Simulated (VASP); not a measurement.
Crystal: As.

```xyz
2
Lattice="1.8798 1.0853 3.4858 -1.8798 1.0853 3.4858 0.0000 -2.1705 3.4858" Properties=species:S:1:pos:R:3 pbc="T T T"
As    0.0000    0.0000    2.3795
As    0.0000    0.0000    8.0778
```

| Item | Value |
| --- | --- |
| Program | VASP 6.6.1 |
| Task | relaxation of cell and atoms |
| Functional | PBEsol |
| Potentials or basis | VASP PAW PBE potentials, release 64 (As) |
| Cutoff | 600 eV |
| k mesh | 6 × 6 × 6 |
| Occupations | gaussian, width 0.1 eV |
| Spin | no spin polarisation |

At the start: pressure 0.4 GPa; volume 21.33 Å³/atom.

Problem. Where does the relaxation end?

Solution. Over 10 steps the energy falls by 3.5 meV/atom and the volume is 21.09 Å³/atom (-1.1 %); space group R-3m (No. 166, to 0.05 Å).

The path:
```tsv
step	energy change (eV)	largest force (eV/Å)	pressure (GPa)	volume (Å³)
1	0.0000	0.1196	0.39	42.67
2	-0.0030	0.0025	-0.66	42.99
3	-0.0030	0.0106	-0.79	43.03
4	-0.0056	0.0148	-0.49	42.69
5	-0.0067	0.0402	-0.14	42.34
6	-0.0067	0.0428	-0.10	42.30
7	-0.0069	0.0176	0.01	42.20
8	-0.0069	0.0083	0.05	42.16
9	-0.0069	0.0059	-0.05	42.20
10	-0.0069	0.0010	0.00	42.18
```

Final structure:
```
CELL_PARAMETERS angstrom
1.89464 1.09387 3.39219
-1.89464 1.09387 3.39219
0.00000 -2.18775 3.39219
ATOMIC_POSITIONS crystal
As 0.22911 0.22911 0.22911
As 0.77089 0.77089 0.77089
```

Caveat: the PAW data sets were made with another functional, which shifts forces and pressure a little.
